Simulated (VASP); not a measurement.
**LiCe3: relaxation of cell and atoms with r2SCAN**

The system is LiCe3.

```
Ce Li
1.0
     4.73787    0.00000    0.00000
     0.00000    4.73787    0.00000
     0.00000    0.00000    4.73787
Ce Li
3 1
Direct
  0.50000 0.00000 0.50000
  0.00000 0.50000 0.50000
  0.50000 0.50000 0.00000
  0.00000 0.00000 0.00000
```

The cell comes from a database or a generator and needn't be the stable form of this composition.

| Property | Result |
| --- | --- |
| Program | VASP 6.6.1 |
| Task | relaxation of cell and atoms |
| Functional | r2SCAN |
| Potentials or basis | VASP PAW PBE potentials, release 64 (Ce, Li_sv) |
| Cutoff | 600 eV |
| k mesh | 6 × 6 × 6 |
| Occupations | methfessel-paxton, width 0.1 eV |
| Spin | collinear spin, ferromagnetic start |
| Starting moments | [1.0, 1.0, 1.0, 0.0] μB |
| Further INCAR settings | ALGO = Normal; EDIFF = 1e-06; IBRION = 2; EDIFFG = -0.01; NSW = 40; ISIF = 3 |

```json
{
 "Relaxed volume": "28.67 Å³/atom",
 "Relaxed cell": "a = 4.858 Å, b = 4.858 Å, c = 4.858 Å, α = 90.00°, β = 90.00°, γ = 90.00°",
 "Space group after relaxing (to 0.05 Å)": "Pm-3m (No. 221)",
 "Energy gained by relaxing": "11.4 meV/atom",
 "Ionic steps": "3",
 "Pressure after relaxing": "0.0 GPa",
 "Band gap on the k mesh": "none (metal or under the smearing width)",
 "Net moment": "4.54 μB per cell",
 "Site moments": "Ce +1.17; Li -0.00 μB",
 "Valence electrons inside the program's atomic spheres": "Ce 9.81; Li 2.06"
}
```

The path:
| step | energy change (eV) | largest force (eV/Å) | pressure (GPa) | volume (Å³) |
| --- | --- | --- | --- | --- |
| 1 | 0.0000 | 0.0000 | 1.86 | 106.35 |
| 2 | -0.0383 | 0.0000 | 0.70 | 111.18 |
| 3 | -0.0457 | 0.0000 | 0.00 | 114.67 |

Final structure:
```
CELL_PARAMETERS angstrom
4.85830 0.00000 0.00000
0.00000 4.85830 0.00000
0.00000 0.00000 4.85830
ATOMIC_POSITIONS crystal
Ce 0.50000 0.00000 0.50000
Ce 0.00000 0.50000 0.50000
Ce 0.50000 0.50000 0.00000
Li 0.00000 0.00000 0.00000
```

Levels at points of the mesh, in eV from the Fermi level:
Spin up:
| k point | band 18 | band 19 | band 20 | band 21 | band 22 | band 23 | band 24 | band 25 |
| --- | --- | --- | --- | --- | --- | --- | --- | --- |
| (0.00, 0.00, 0.00) | -1.48 | -1.15 | -1.15 | -0.61 | 0.11 | 0.11 | 0.14 | 0.14 |
| (0.50, 0.00, 0.00) | -0.60 | -0.48 | -0.48 | -0.11 | 0.06 | 0.11 | 0.19 | 0.19 |
| (0.50, 0.50, 0.00) | -0.43 | -0.43 | -0.40 | -0.40 | -0.23 | -0.05 | 0.28 | 0.37 |
| (0.50, 0.50, 0.50) | -0.31 | -0.31 | -0.31 | 0.04 | 0.04 | 0.04 | 0.16 | 0.54 |
Spin down:
```
           k point  band 13  band 14  band 15  band 16  band 17  band 18  band 19  band 20  band 21  band 22
(0.00, 0.00, 0.00)   -17.01    -3.14    -2.86    -0.66    -0.66    -0.39    -0.39    -0.39     1.07     1.07
(0.50, 0.00, 0.00)   -17.17    -1.73    -1.27    -1.12    -0.02     0.29     0.29     0.86     1.04     1.12
(0.50, 0.50, 0.00)   -17.00    -0.64    -0.48    -0.17    -0.17     0.11     0.35     0.35     1.13     1.15
(0.50, 0.50, 0.50)   -16.99    -2.32    -0.50    -0.50    -0.50     0.68     1.02     1.02     1.02     1.20
```

It took 44 min on 1 thread of Intel(R) Xeon(R) Platinum 8375C CPU @ 2.90GHz (Ice Lake) (shared host), peak memory 0.39 GiB.

Caveat: the cutoff is under 1.25 times the usual one of these potentials, so pressure, stress and relaxed cells hold a basis-set (Pulay) error; the magnetic or orbital state may not be the lowest; the PAW data sets were made with another functional, which shifts forces and pressure a little; spin-orbit coupling is left out, which moves the levels of the heavy elements; without U or exact exchange the open f shell lies at the Fermi level, which spoils levels, moments and volumes. The state reached can hang on the start; a lower one may exist.
